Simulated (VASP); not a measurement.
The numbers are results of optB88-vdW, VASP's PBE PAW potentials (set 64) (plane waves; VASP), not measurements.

VASP ran on this input.

**INCAR**
```
SYSTEM  =  DyBi
PREC  =  Accurate; ENCUT  =  400; LREAL  =  F
LASPH  =  T
EDIFF  =  1E-6; NELM  =  100; ALGO  =  Normal
LMAXMIX  =  6
ISMEAR  =  1; SIGMA  =  0.1
GGA  =  BO; LUSE_VDW  =  T; AGGAC  =  0.0
PARAM1  =  0.1833333333; PARAM2  =  0.22
ISIF  =  2
LWAVE  =  F; LCHARG  =  F
```

### POSCAR
```
DyBi
1
    3.8973380000     0.0000000000     0.0000000000
    0.0000000000     3.8973380000     0.0000000000
    0.0000000000     0.0000000000     3.8973380000
Dy Bi
1 1
Direct
  0.0000000000   0.0000000000   0.0000000000
  0.5000000000   0.5000000000   0.5000000000
```

KPOINTS:
```
K-points
0
G
9 9 9
0 0 0
```

POTCAR, in this order: Dy_3 Bi_d (PBE.64 set). Program: vasp_std.

Question: What will the output report for the number of irreducible k-points (NKPTS), number of bands (NBANDS), largest plane-wave count, number of space-group operations, FFT grid (NGX, NGY, NGZ)?

Answer: 
```json
{
  "number of irreducible k-points (NKPTS)": "35",
  "number of bands (NBANDS)": "16",
  "largest_plane_wave_count": "1089",
  "number_of_space_group_operations": "48",
  "FFT grid (NGX, NGY, NGZ)": "28 × 28 × 28"
}
```

The structure was generated: DyBi was put into the CsCl type (Pm-3m), which need not be its known phase. The cell was not relaxed at this level. The run is one of a series of settings (AGGAC = 0.0, GGA = BO, LUSE_VDW = .TRUE., PARAM1 = 0.1833333333, PARAM2 = 0.22 against the base run), some of them coarse on purpose. The 4f electrons are frozen in the core of the lanthanide potential, so 4f levels, which can set the real gap, and their magnetism are missing.
